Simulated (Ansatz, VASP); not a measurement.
# One calculation of ScGaN, two programs

The input INCAR:

```
ALGO = Normal
EDIFF = 1E-6
ENCUT = 520
GGA = PE
ISIF = 2
ISMEAR = 0
LASPH = True
LCHARG = True
LELF = True
LREAL = False
LVHAR = True
LWAVE = False
NBANDS = 22
NELM = 80
PREC = Accurate
SIGMA = 0.1
```

File KPOINTS:

```
k-points
0
Gamma
  6 6 6
```

File POSCAR:

```
ScGaN
1.0
    3.5114176500      0.0000000000      0.0000000000
    0.0000000000      3.5114176500      0.0000000000
    0.0000000000      0.0000000000      3.5836164000
Sc Ga N
1 1 1
Direct
    0.0000000000      0.0000000000      0.0000000000
    0.5000000000      0.5000000000      0.5000000000
    0.5000000000      0.5000000000      0.0000000000
```

Input for Ansatz:

```yaml
crystal:
  lattice:
    - [3.51141765, 0.0, 0.0]
    - [0.0, 3.51141765, 0.0]
    - [0.0, 0.0, 3.5836164]
  atoms:
    - { symbol: Sc, position: [0.0, 0.0, 0.0] }
    - { symbol: Ga, position: [0.5, 0.5, 0.5] }
    - { symbol: "N", position: [0.5, 0.5, 0.0] }
basis:
  ecutwfc: 420
kpoints:
  mp_grid: { grid: [6, 6, 6] }
hamiltonian:
  xc: pbe
scf:
  occupations: { method: gaussian, width: 0.1 }
  lower_state_search: "off"
output:
  forces: true
  stress: true
  eigenvalues: true
```

Change from the starting cell: species swapped into the HoCoC type (P4/mmm, No. 123).

Alike in both runs: task single point; functional PBE; k mesh 6 × 6 × 6; occupations gaussian, width 0.1 eV; no spin polarisation.

|  | VASP | Ansatz |
| --- | --- | --- |
| version | VASP 6.6.1 | Ansatz 0.2.0 |
| potentials or method | VASP PAW PBE potentials, release 64 (Sc_sv, Ga_d, N) | scalar-relativistic, plane waves, PAW |
| plane-wave cutoff (eV) | 520 | 420 |
| valence electrons in the cell | 29 | 29 |

|  | VASP | Ansatz | Ansatz less VASP |
| --- | --- | --- | --- |
| gap on the k mesh at the Fermi level (eV) | none | none | - |
| pressure (GPa) | 3.1 | 3.2 | +0.11 |
| largest component of the traceless stress (GPa) | 35.49 | 36.00 | +0.511 |

A gap of «none» marks a metal or a gap that the smearing closes.
